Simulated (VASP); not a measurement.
OSZICAR of a VASP run on Ag (fcc):

**OSZICAR**
```
       N       E                     dE             d eps       ncg     rms          rms(c)
DAV:   1     0.413105986498E+02    0.41311E+02   -0.62166E+03  3042   0.122E+03
DAV:   2    -0.114749042770E+02   -0.52786E+02   -0.51093E+02  3049   0.247E+02
DAV:   3    -0.120025160955E+02   -0.52761E+00   -0.52741E+00  3817   0.317E+01
DAV:   4    -0.120048062329E+02   -0.22901E-02   -0.22901E-02  3629   0.189E+00
DAV:   5    -0.120048431966E+02   -0.36964E-04   -0.36954E-04  3726   0.218E-01    0.610E+00
DAV:   6    -0.110359583959E+02    0.96888E+00   -0.73849E+00  2971   0.445E+01    0.355E+00
DAV:   7    -0.109196088359E+02    0.11635E+00   -0.22056E-01  3087   0.551E+00    0.200E+00
DAV:   8    -0.109698187218E+02   -0.50210E-01   -0.32864E-01  2998   0.648E+00    0.594E-01
DAV:   9    -0.111244995089E+02   -0.15468E+00   -0.11290E-01  3060   0.341E+00    0.736E-02
DAV:  10    -0.111239363733E+02    0.56314E-03   -0.81784E-04  3120   0.340E-01    0.717E-02
DAV:  11    -0.111244541433E+02   -0.51777E-03   -0.44020E-04  3138   0.252E-01    0.134E-02
DAV:  12    -0.111245224766E+02   -0.68333E-04   -0.11873E-04  3086   0.135E-01    0.743E-03
DAV:  13    -0.111245270829E+02   -0.46063E-05   -0.37420E-06  3131   0.292E-02    0.325E-03
DAV:  14    -0.111245279710E+02   -0.88811E-06   -0.36231E-07  3170   0.831E-03    0.329E-03
DAV:  15    -0.111245274387E+02    0.53237E-06   -0.71683E-07  3049   0.973E-03    0.532E-04
DAV:  16    -0.111245274535E+02   -0.14847E-07   -0.60138E-08  2548   0.260E-03
   1 F= -.11124527E+02 E0= -.11124527E+02  d E =0.000000E+00
       N       E                     dE             ncg
```

### Question
Which electronic solver shows in the log?

### Answer
It is blocked Davidson (ALGO = Normal, or the opening steps of other solvers). The INCAR had ALGO = Normal.

### Question
Can the final energy be trusted as converged?

### Answer
Self-consistency was reached. It stopped with EDIFF = 1E-7, NELM = 100 (TPSS meta-GGA, plane waves, VASP's PBE PAW potentials (set 64)).

The compound is Ag in the fcc structure. It was relaxed first.
